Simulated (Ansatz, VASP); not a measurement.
# SiGe7 (amorphous Si0.125Ge0.875) in two plane-wave programs

One calculation is typed for both programs; each brings its own data sets. How far apart do they land? The structure shown is the start of the Ansatz relaxation below; VASP solves that cell, so the two are compared at the walk's first step.

Method: plane waves, with VASP 6.6.1 beside it; single point at PBE, in Ansatz 0.2.0.

## 1. The starting structure

The cell holds 72 atoms: 9 Si and 63 Ge. Its edges and angles: a = 11.906 Å, b = 11.906 Å, c = 11.906 Å, α = 90.0°, β = 90.0°, γ = 90.0°. As first built, before any earlier steps moved the atoms (in the runner's words): 72 atoms (9 Si, 63 Ge) placed at random at 4.75 g/cm^3, melted at 3500 K for 10 ps at fixed volume with the Tersoff potential (Tersoff, Phys. Rev. B 39, 5566 (1989)). Quenched from 3500 K to 300 K at 20 K/ps and fixed volume, annealed at 800 K for 20 ps, held 5 ps, then minimised at fixed cell.

## 2. Ansatz: relaxation, PBE

Ansatz runs on its default PAW (the set named soft_2) files.

The two programs are compared at the cell with which this relaxation starts, whose forces are those of its first step.

The input, input.yaml:

```yaml
crystal:
  lattice:
    - [11.9064, 0.0, 0.0]
    - [0.0, 11.9064, 0.0]
    - [0.0, 0.0, 11.9064]
  atoms:
    - { symbol: Si, position: [0.12152, 0.53738, 0.19721] }
    - { symbol: Si, position: [0.65861, 0.68804, 0.13186] }
    - { symbol: Si, position: [0.88609, 0.0221, 0.41507] }
    - { symbol: Si, position: [0.81545, 0.84224, 0.85477] }
    - { symbol: Si, position: [0.91343, 0.25664, 0.6801] }
    - { symbol: Si, position: [0.31955, 0.31427, 0.1425] }
    - { symbol: Si, position: [0.11147, 0.85885, 0.85285] }
    - { symbol: Si, position: [0.57127, 0.13403, 0.27933] }
    - { symbol: Si, position: [0.84348, 0.44703, 0.95749] }
    - { symbol: Ge, position: [0.48884, 0.94186, 0.61842] }
    - { symbol: Ge, position: [0.855, 0.06914, 0.61912] }
    - { symbol: Ge, position: [0.6204, 0.81742, 0.2787] }
    - { symbol: Ge, position: [0.29446, 0.9884, 0.55014] }
    - { symbol: Ge, position: [0.05146, 0.58952, 0.70602] }
    - { symbol: Ge, position: [0.36268, 0.53053, 0.41217] }
    - { symbol: Ge, position: [0.32791, 0.20805, 0.89594] }
    - { symbol: Ge, position: [0.3487, 0.59516, 0.94535] }
    - { symbol: Ge, position: [0.17117, 0.42732, 0.68979] }
    - { symbol: Ge, position: [0.66068, 0.93829, 0.93665] }
    - { symbol: Ge, position: [0.9492, 0.98148, 0.79952] }
    - { symbol: Ge, position: [0.65481, 0.69346, 0.43368] }
    - { symbol: Ge, position: [0.35807, 0.77922, 0.05406] }
    - { symbol: Ge, position: [0.97488, 0.17364, 0.30366] }
    - { symbol: Ge, position: [0.53952, 0.28111, 0.91464] }
    - { symbol: Ge, position: [0.27155, 0.93572, 0.9535] }
    - { symbol: Ge, position: [0.57645, 0.08892, 0.82083] }
    - { symbol: Ge, position: [0.87012, 0.67236, 0.42451] }
    - { symbol: Ge, position: [0.74628, 0.37762, 0.12931] }
    - { symbol: Ge, position: [0.6985, 0.37192, 0.4537] }
    - { symbol: Ge, position: [0.67671, 0.43004, 0.8312] }
    - { symbol: Ge, position: [0.2969, 0.13623, 0.41123] }
    - { symbol: Ge, position: [0.35395, 0.46444, 0.60615] }
    - { symbol: Ge, position: [0.38498, 0.01296, 0.79798] }
    - { symbol: Ge, position: [0.04059, 0.86028, 0.17886] }
    - { symbol: Ge, position: [0.09791, 0.26464, 0.60029] }
    - { symbol: Ge, position: [0.78073, 0.40677, 0.64167] }
    - { symbol: Ge, position: [0.64699, 0.08265, 0.62115] }
    - { symbol: Ge, position: [0.63512, 0.21409, 0.09542] }
    - { symbol: Ge, position: [0.1329, 0.25767, 0.39885] }
    - { symbol: Ge, position: [0.25908, 0.15086, 0.6839] }
    - { symbol: Ge, position: [0.59193, 0.50451, 0.17026] }
    - { symbol: Ge, position: [0.44724, 0.43193, 0.04004] }
    - { symbol: Ge, position: [0.18684, 0.74156, 0.6985] }
    - { symbol: Ge, position: [0.73271, 0.71426, 0.72286] }
    - { symbol: Ge, position: [0.58125, 0.20965, 0.47061] }
    - { symbol: Ge, position: [0.98924, 0.84572, 0.39206] }
    - { symbol: Ge, position: [0.38759, 0.05575, 0.24702] }
    - { symbol: Ge, position: [0.55771, 0.76197, 0.98207] }
    - { symbol: Ge, position: [0.4206, 0.85094, 0.24924] }
    - { symbol: Ge, position: [0.96032, 0.76712, 0.98967] }
    - { symbol: Ge, position: [0.58245, 0.61693, 0.83298] }
    - { symbol: Ge, position: [0.17371, 0.82734, 0.5079] }
    - { symbol: Ge, position: [0.75938, 0.05262, 0.0726] }
    - { symbol: Ge, position: [0.00546, 0.5791, 0.90169] }
    - { symbol: Ge, position: [0.72678, 0.99488, 0.27662] }
    - { symbol: Ge, position: [0.23527, 0.4085, 0.29757] }
    - { symbol: Ge, position: [0.16818, 0.51035, 0.999] }
    - { symbol: Ge, position: [0.8499, 0.35033, 0.30368] }
    - { symbol: Ge, position: [0.16399, 0.34352, 0.88] }
    - { symbol: Ge, position: [0.26387, 0.11515, 0.08485] }
    - { symbol: Ge, position: [0.92991, 0.54166, 0.2692] }
    - { symbol: Ge, position: [0.1995, 0.72502, 0.1945] }
    - { symbol: Ge, position: [0.93661, 0.10412, 0.97351] }
    - { symbol: Ge, position: [0.84072, 0.61827, 0.09844] }
    - { symbol: Ge, position: [0.3975, 0.26112, 0.55488] }
    - { symbol: Ge, position: [0.96037, 0.28734, 0.88062] }
    - { symbol: Ge, position: [0.39218, 0.63391, 0.72667] }
    - { symbol: Ge, position: [0.86756, 0.5949, 0.61825] }
    - { symbol: Ge, position: [0.30061, 0.72995, 0.3759] }
    - { symbol: Ge, position: [0.55354, 0.75008, 0.61178] }
    - { symbol: Ge, position: [0.56832, 0.51608, 0.37358] }
    - { symbol: Ge, position: [0.06169, 0.06962, 0.13546] }
kpoints:
  mp_grid: { grid: [1, 1, 1] }
hamiltonian:
  xc: pbe
scf:
  occupations: { method: fermi_dirac, width: 0.025 }
output:
  forces: true
relax:
  f_tol: 0.04
  max_steps: 250
  cell: {}
```

The run is started by

```
$ ansatz run input.yaml --threads 4 --pin off --max-ram 8192MiB --backend cpu --events-out ev --progress --plain --runs-dir out
```

Numbers of over 12 decimals in the logs are rounded to 6 here.

What it wrote:

```text
Engine: ansatz 0.2.0, aarch64-unknown-linux-gnu
Pseudopotentials: kind: paw
Pseudopotential: Si, paw, valence charge 4, recommended cutoff 420 eV (normal), Si.paw.azcp
Pseudopotential: Ge, paw, valence charge 14, recommended cutoff 420 eV (normal), Ge.paw.azcp
Functional definition: PBE
  parameter kappa = 0.804
  parameter beta = 0.066725
  exchange = pbe_x(kappa = kappa, mu = beta*pi^2/3)
  correlation = pbe_c(beta = beta)
Crystal: 72 atoms, lattice volume = 1687.879 Å³
Basis set: ecut = 420 eV, 32987 PW (Γ), exchange–correlation on 160×160×160 points (8 copies of the dense FFT grid, shifted against one another)
Bands: 551, of which v1, the nominal top of the filled ones, is band 459 counted from 1 (458 counted from 0)
Symmetry: 1 space group operations
Space group: P1 (ITA 1), of the structure as read, at distance tolerance 1.2e-4 Å
k-points: 1
Non-local potential: Si, projectors of the file, l = 0: 2, l = 1: 2, l = 2: 2
Non-local potential: Ge, projectors of the file, l = 0: 2, l = 1: 2, l = 2: 3, l = 3: 1
PAW form: soft (Blöchl's): semilocal exchange-correlation on the pseudo side does not see the compensation charge
PAW one-centre angular grid: Si, 110 points (default); XC on 64 Gauss nodes
PAW one-centre angular grid: Ge, 590 points (default); XC on 64 Gauss nodes
Initial density: superposition of atomic densities (neutral atoms: chi_scale 0, normalization atom), corrected by the library's trained network
Initial wavefunctions: pseudopotential atomic-orbital guess
Functional: x = pbe(κ = 0.804, μ = 0.219515), c = pbe(β = 0.066725)
SCF iter   1: F=—  HF=-276288.636317 eV  |F-HF|=—  |Δ(HF+E_count)|=         —  Δρ=3.67e-3  dr2=6.15e-1  ethr=1.77e-3  ⟨swp⟩=6.0  Hψ=1996  notcnv=0
preconditioner: auto → LDOS  [insulator: Δε(μ)=0.103 eV  Ē_g=21.358 eV  σ=0.025 eV  W_gap=0.77  n_scr=436 (ndim 8)  ℏωp=27.4 eV  f_vac=0.081  D(μ)=16.53/eV (n_scr^D=80)  ε∞_Penn≈2.6  β→1.0]
SCF iter   2: F=—  HF=-276288.562003 eV  |F-HF|=—  |Δ(HF+E_count)|=   7.43e-2  Δρ=2.25e-3  dr2=2.50e-1  ethr=6.70e-5  ⟨swp⟩=3.0  Hψ=1115  notcnv=0  defer=79
SCF iter   3: F=—  HF=-276288.501841 eV  |F-HF|=—  |Δ(HF+E_count)|=   6.02e-2  Δρ=6.62e-4  dr2=2.90e-2  ethr=2.72e-5  ⟨swp⟩=2.0  Hψ=944  notcnv=0  defer=79
SCF iter   4: F=—  HF=-276288.498169 eV  |F-HF|=—  |Δ(HF+E_count)|=   3.67e-3  Δρ=2.62e-4  dr2=3.81e-3  ethr=3.16e-6  ⟨swp⟩=2.0  Hψ=673  notcnv=0  defer=79
SCF iter   5: F=—  HF=-276288.497876 eV  |F-HF|=—  |Δ(HF+E_count)|=   2.94e-4  Δρ=1.26e-4  dr2=9.95e-4  ethr=4.15e-7  ⟨swp⟩=2.0  Hψ=590  notcnv=0  defer=79
SCF iter   6: F=—  HF=-276288.497771 eV  |F-HF|=—  |Δ(HF+E_count)|=   1.05e-4  Δρ=5.79e-5  dr2=1.88e-4  ethr=1.08e-7  ⟨swp⟩=2.0  Hψ=919  notcnv=0  defer=79
SCF iter   7: F=—  HF=-276288.497763 eV  |F-HF|=—  |Δ(HF+E_count)|=   7.63e-6  Δρ=2.97e-5  dr2=4.74e-5  ethr=2.05e-8  ⟨swp⟩=2.0  Hψ=918  notcnv=0  defer=79
SCF iter   8: F=—  HF=-276288.497604 eV  |F-HF|=—  |Δ(HF+E_count)|=   1.60e-4  Δρ=1.42e-5  dr2=1.13e-5  ethr=5.17e-9  ⟨swp⟩=2.0  Hψ=998  notcnv=0  defer=79
SCF iter   9: F=—  HF=-276288.497603 eV  |F-HF|=—  |Δ(HF+E_count)|=   1.07e-6  Δρ=6.42e-6  dr2=2.15e-6  ethr=1.23e-9  ⟨swp⟩=2.0  Hψ=919  notcnv=0  defer=79
SCF iter  10: F=—  HF=-276288.497603 eV  |F-HF|=—  |Δ(HF+E_count)|=   2.01e-7  Δρ=2.44e-6  dr2=3.19e-7  ethr=2.34e-10  ⟨swp⟩=2.0  Hψ=910  notcnv=0  defer=79
SCF iter  11: F=-276288.497602 eV  HF=-276288.497603 eV  |F-HF|=5.06e-8  |Δ(HF+E_count)|=   1.13e-8  Δρ=1.12e-6  dr2=6.56e-8  ethr=1.09e-11  ⟨swp⟩=4.0  Hψ=1476  notcnv=0
SCF 1 converged in 11 iterations: F = -276288.497602 eV  dr2 = 6.56e-8
  greatest PAW one-centre occupation: 0.998 electrons in one spin orbital (limit 2), on the Ge atom at site 15 (counted from 0), in its partial waves of l = 2
relax step   1: F+E_penalty+E_count = -276288.49760247 eV  Δ(F+E_penalty+E_count) = +0.000e0 eV  max|allowed force component| = 7.117e-1 eV/Å  Δτ_max = 0.0000 Å  P = +2.060 GPa  Ω = 1687.879 Å³  (11 SCF iters, dr2 threshold 1.00e-7 eV, accepted)
Crystal: 72 atoms, lattice volume = 1738.361 Å³
Basis set: ecut = 420 eV, 33987 PW (Γ), exchange–correlation on 160×160×160 points (8 copies of the dense FFT grid, shifted against one another)
Initial density: handed on by an earlier stage of this run
Initial wavefunctions: those handed on with the density
iter 1 solved again at ethr=6.42e-5 eV; its pass at ethr=3.10e-3 eV (dr2=5.89e-1 eV) is discarded
SCF iter   1: F=—  HF=-276289.894923 eV  |F-HF|=—  |Δ(HF+E_count)|=         —  Δρ=6.61e-3  dr2=5.95e-1  ethr=6.42e-5  ⟨swp⟩=4.0  Hψ=2434  notcnv=0
preconditioner: auto → LDOS  [insulator: Δε(μ)=0.154 eV  Ē_g=21.256 eV  σ=0.025 eV  W_gap=0.91  n_scr=450 (ndim 8)  ℏωp=27.0 eV  f_vac=0.090  D(μ)=6.96/eV (n_scr^D=18)  ε∞_Penn≈2.6  β→1.0]
SCF iter   2: F=—  HF=-276289.903290 eV  |F-HF|=—  |Δ(HF+E_count)|=   8.37e-3  Δρ=1.83e-3  dr2=2.72e-1  ethr=6.42e-5  ⟨swp⟩=5.0  Hψ=885  notcnv=0
[...]
atom  32  Ge     0.00687149     0.00921753     0.01044289
  atom  33  Ge     0.01065726    -0.00818652     0.01103023
  atom  34  Ge    -0.00136781     0.01110651     0.00534262
  atom  35  Ge     0.00045334     0.00473850     0.00409441
  atom  36  Ge    -0.00286356    -0.00711060    -0.00462622
  atom  37  Ge    -0.01246026    -0.00704831    -0.00587060
  atom  38  Ge    -0.01537031     0.00745103     0.00628355
  atom  39  Ge     0.00459868     0.00562901    -0.00658818
  atom  40  Ge    -0.00194940     0.01334657    -0.00025419
  atom  41  Ge    -0.00483059     0.00914873     0.01146863
  atom  42  Ge    -0.00764507     0.01402743    -0.02007466
  atom  43  Ge     0.00472254     0.00399371    -0.00037524
  atom  44  Ge    -0.00244511    -0.00430356    -0.00156974
  atom  45  Ge    -0.00836955     0.00234966    -0.00139416
  atom  46  Ge    -0.00221929     0.00489954    -0.01363285
  atom  47  Ge    -0.01345366    -0.00145930     0.00241936
  atom  48  Ge     0.00045290    -0.00565193    -0.00885426
  atom  49  Ge     0.00161957     0.00289281    -0.01442781
  atom  50  Ge    -0.00892420     0.00772802    -0.00212633
  atom  51  Ge    -0.01572469    -0.00748957    -0.00321837
  atom  52  Ge    -0.00235575    -0.00713473     0.01078342
  atom  53  Ge     0.00448774     0.00108952     0.00533612
  atom  54  Ge     0.00897828     0.00752905     0.00305911
  atom  55  Ge     0.00967554     0.00037894     0.00357135
[...]
atom  65  Ge    -0.00072899    -0.00182469     0.00770988
  atom  66  Ge     0.00251542     0.01838009    -0.00828750
  atom  67  Ge     0.01313103     0.00491838    -0.01021291
  atom  68  Ge    -0.00141329     0.00399047     0.00478278
  atom  69  Ge    -0.00751002     0.00340860    -0.00265877
  atom  70  Ge    -0.00216842    -0.00406300     0.00416654
  atom  71  Ge     0.00275283    -0.00143858     0.00114899
  atom  72  Ge     0.00291325    -0.00341372     0.00301375
  max |Σ_I F_I| component: 9.73e-7 eV/Å
--- Stress (GPa, compression-positive) ---
        0.007784      -0.003225       0.013459
       -0.003225       0.029790       0.010343
        0.013459       0.010343       0.029419
  P = ⅓ Tr σ = 0.0223 GPa (0.223 kbar)
--- Relaxed structure (7 steps of the walk, 7 accepted, 1 SCFs on fresh bases) ---
  F+E_penalty+E_count = -276290.26261131 eV   max|allowed force component| = 2.350e-2 eV/Å   (the final SCF, on the basis selected at the relaxed cell)
  cell:  # Å, volume = 1729.1729 Å³
    - [11.755976, 0.060232, 0.126108]
    - [0.060232, 12.130782, -0.088803]
    - [0.126108, -0.088803, 12.127577]
  atoms:
    - { symbol: Si, position: [0.118410, 0.539018, 0.202329] }
    - { symbol: Si, position: [0.657942, 0.688119, 0.126324] }
    - { symbol: Si, position: [0.886821, 0.026351, 0.407492] }
    - { symbol: Si, position: [0.812549, 0.849997, 0.840517] }
    - { symbol: Si, position: [0.906983, 0.250400, 0.681245] }
    - { symbol: Si, position: [0.348518, 0.300550, 0.156336] }
    - { symbol: Si, position: [0.115791, 0.850552, 0.862715] }
    - { symbol: Si, position: [0.580854, 0.133439, 0.277401] }
    - { symbol: Si, position: [0.837625, 0.434508, 0.949891] }
    - { symbol: Ge, position: [0.487358, 0.932431, 0.612347] }
    - { symbol: Ge, position: [0.860748, 0.063082, 0.613479] }
    - { symbol: Ge, position: [0.631126, 0.818660, 0.270190] }
    - { symbol: Ge, position: [0.297393, 0.997140, 0.541858] }
    - { symbol: Ge, position: [0.053595, 0.596743, 0.710623] }
    - { symbol: Ge, position: [0.357903, 0.532548, 0.418832] }
    - { symbol: Ge, position: [0.321281, 0.218807, 0.900548] }
    - { symbol: Ge, position: [0.320732, 0.602485, 0.944391] }
    - { symbol: Ge, position: [0.167150, 0.428949, 0.697300] }
    - { symbol: Ge, position: [0.656036, 0.945414, 0.930101] }
    - { symbol: Ge, position: [0.963851, 0.973392, 0.787095] }
    - { symbol: Ge, position: [0.656446, 0.696496, 0.421915] }
    - { symbol: Ge, position: [0.359120, 0.777378, 0.061507] }
    - { symbol: Ge, position: [0.974725, 0.172382, 0.299645] }
    - { symbol: Ge, position: [0.538273, 0.290294, 0.920877] }
    - { symbol: Ge, position: [0.269371, 0.934358, 0.962600] }
    - { symbol: Ge, position: [0.564391, 0.099322, 0.818671] }
    - { symbol: Ge, position: [0.870363, 0.681232, 0.428141] }
    - { symbol: Ge, position: [0.749932, 0.378660, 0.128766] }
    - { symbol: Ge, position: [0.696976, 0.370884, 0.456612] }
    - { symbol: Ge, position: [0.674902, 0.429161, 0.828836] }
    - { symbol: Ge, position: [0.306684, 0.148781, 0.409032] }
    - { symbol: Ge, position: [0.353121, 0.460755, 0.609806] }
    - { symbol: Ge, position: [0.385596, -0.00573841, 0.796489] }
[...]
- { symbol: Ge, position: [0.406043, 0.258590, 0.563207] }
    - { symbol: Ge, position: [0.953373, 0.275018, 0.878340] }
    - { symbol: Ge, position: [0.413745, 0.627379, 0.720570] }
    - { symbol: Ge, position: [0.874426, 0.598192, 0.613211] }
    - { symbol: Ge, position: [0.300933, 0.732995, 0.380476] }
    - { symbol: Ge, position: [0.556012, 0.741927, 0.599038] }
    - { symbol: Ge, position: [0.569052, 0.515331, 0.372508] }
    - { symbol: Ge, position: [0.061445, 0.067236, 0.133601] }
```

Reading the cycles: dr2 is the Hartree energy of the density residual (eV), the measure of convergence; HF is the Harris–Foulkes estimate of the energy, which meets the free energy F at convergence.

(Part 1 of 2 ends here.)

[Lines on the potential files, build, host, timing and source positions are cut from VASP's logs without a mark.]

[Logs are printed without paths, hosts, clocks, repeated set-up lines and the standing remarks that a program may print on its own settings, such as how far it seeks lower states.]

[Hosts, paths, dates, database ids (printed as entryN), source tags and the programs' standing remarks are cut or masked in the printed files.]
